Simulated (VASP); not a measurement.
Given:

```
CELL_PARAMETERS angstrom
      0.00000     3.51113     3.51113
      3.51113     0.00000     3.51113
      3.51113     3.51113     0.00000
ATOMIC_POSITIONS crystal
  Rb 0.00000 0.00000 0.00000
  Br 0.50000 0.50000 0.50000
```

Method: PBE GGA, VASP's PBE PAW potentials (set 64) (plane waves; VASP). Numerical set-up: 350 eV cut-off, 6×6×6 Γ-centred mesh, Gaussian smearing of 0.050 eV, potentials Rb_sv Br.

### Question
Predict the energy per atom (σ→0), band gap (on the k-mesh) with the smallest direct gap where there is one.

### Answer

```
Property                                     Result
-----------------------------------  --------------
band gap (on the k-mesh)                    4.18 eV
smallest direct gap (on the k-mesh)         4.18 eV
energy per atom (σ→0)                -3.058 eV/atom
```

Total energies compare only between runs with the same potentials, cut-off and functional.

The compound is RbBr in the rock salt structure. It was relaxed first, which changed the volume by +6 %. The start is the result of an earlier pass.
